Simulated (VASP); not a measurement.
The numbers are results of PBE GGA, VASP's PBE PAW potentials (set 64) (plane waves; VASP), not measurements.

Input for VASP

KPOINTS:
```
Automatic mesh
0
Gamma
9 9 9
0 0 0
```

### INCAR
```
SYSTEM = BP
PREC = Accurate; ENCUT = 520; LREAL = F
LASPH = T; ISYM = 0
EDIFF = 1E-6; NELM = 100; ALGO = Normal
ISMEAR = 0; SIGMA = 0.05
GGA = PE
ISIF = 2
LWAVE = F; LCHARG = F
```

POSCAR:
```
BP
1
    0.0000000000     2.3154000000     2.3154000000
    2.3154000000     0.0000000000     2.3154000000
    2.3154000000     2.3154000000     0.0000000000
B P
1 1
Direct
  0.0000000000   0.0000000000   0.0000000000
  0.2500000000   0.2500000000   0.2500000000
```

POTCAR, in this order: B P (PBE.64 set). Program: vasp_std.

Output of the run:

OSZICAR:
```
       N       E                     dE             d eps       ncg     rms          rms(c)
DAV:   1     0.100398706178E+02    0.10040E+02   -0.40455E+03  5856   0.896E+02
DAV:   2    -0.131995040726E+02   -0.23239E+02   -0.22239E+02  8888   0.108E+02
DAV:   3    -0.134805215840E+02   -0.28102E+00   -0.28102E+00  6824   0.157E+01
DAV:   4    -0.134812865743E+02   -0.76499E-03   -0.76499E-03  9400   0.826E-01
DAV:   5    -0.134812869074E+02   -0.33310E-06   -0.33310E-06  6992   0.153E-02    0.659E+00
DAV:   6    -0.129761959072E+02    0.50509E+00   -0.14332E+00  6112   0.634E+00    0.362E+00
DAV:   7    -0.129028399179E+02    0.73356E-01   -0.19949E-01  8840   0.273E+00    0.122E+00
DAV:   8    -0.128954623422E+02    0.73776E-02   -0.26175E-02  6192   0.110E+00    0.190E-01
DAV:   9    -0.128957776605E+02   -0.31532E-03   -0.52371E-04  8448   0.201E-01    0.984E-02
DAV:  10    -0.128959828959E+02   -0.20524E-03   -0.30993E-04  6720   0.137E-01    0.274E-02
DAV:  11    -0.128959928289E+02   -0.99330E-05   -0.13399E-05  8696   0.314E-02    0.273E-02
DAV:  12    -0.128959936424E+02   -0.81351E-06   -0.28980E-06  5968   0.112E-02
   1 F= -.12895994E+02 E0= -.12895994E+02  d E =-.662885E-14
```

### OUTCAR
```
------------------------ aborting loop because EDIFF is reached ----------------------------------------
  FORCE on cell =-STRESS in cart. coord.  units (eV):
  Direction    XX          YY          ZZ          XY          YZ          ZX
  --------------------------------------------------------------------------------------
  Total       -1.2475078     -1.2475078     -1.2475074     -0.0000005     -0.0000001     -0.0000007
  in kB      -80.5092477    -80.5092485    -80.5092244     -0.0000300     -0.0000042     -0.0000479
  external PRESSURE =     -80.5092402 kB  Pullay stress =       0.0000000 kB
  volume of cell :       24.83
      direct lattice vectors                 reciprocal lattice vectors
     0.000000000  2.315400000  2.315400000    -0.215945409  0.215945409  0.215945409
     2.315400000  0.000000000  2.315400000     0.215945409 -0.215945409  0.215945409
     2.315400000  2.315400000  0.000000000     0.215945409  0.215945409 -0.215945409
  FREE ENERGIE OF THE ION-ELECTRON SYSTEM (eV)
  ---------------------------------------------------
  free  energy   TOTEN  =       -12.8959936424 eV

  energy  without entropy=      -12.8959936424  energy(sigma->0) =      -12.89599364
```
(Selected blocks of OUTCAR.)

**OUTCAR**
```
 val. band max:        6.7292073898   @ k =   0.0000   0.0000   0.0000

 cond. band min:       8.0789336499   @ k =   0.4444   0.0000   0.4444


 Fermi energy:         6.9720352061

 k-point     1 :       0.0000    0.0000    0.0000
  band No.  band energies     occupation
      1      -8.1993      2.00000
      2       6.7292      2.00000
      3       6.7292      2.00000
      4       6.7292      2.00000
      5      10.0474      0.00000
      6      10.0474      0.00000
      7      10.0474      0.00000
      8      13.1975      0.00000

 k-point     2 :       0.1111    0.0000    0.0000
  band No.  band energies     occupation
      1      -7.9881      2.00000
      2       5.2362      2.00000
      3       6.3956      2.00000
      4       6.3956      2.00000
      5      10.4544      0.00000
      6      10.5094      0.00000
      7      10.5094      0.00000
      8      13.9105      0.00000

 k-point     3 :       0.0000    0.1111    0.0000
  band No.  band energies     occupation
      1      -7.9881      2.00000
      2       5.2362      2.00000
      3       6.3956      2.00000
      4       6.3956      2.00000
      5      10.4544      0.00000
      6      10.5094      0.00000
      7      10.5094      0.00000
      8      13.9105      0.00000

 k-point     4 :       0.0000    0.0000    0.1111
  band No.  band energies     occupation
      1      -7.9881      2.00000
      2       5.2362      2.00000
      3       6.3956      2.00000
      4       6.3956      2.00000
      5      10.4544      0.00000
      6      10.5094      0.00000
      7      10.5094      0.00000
      8      13.9105      0.00000

 k-point     5 :       0.1111    0.1111    0.1111
  band No.  band energies     occupation
      1      -7.9881      2.00000
      2       5.2362      2.00000
      3       6.3956      2.00000
      4       6.3956      2.00000
      5      10.4544      0.00000
      6      10.5094      0.00000
      7      10.5094      0.00000
...
```

The compound is BP in the zinc blende structure. The cell was not relaxed at this level. The run is one of a series of settings (ISYM = 0 against the base run), some of them coarse on purpose.
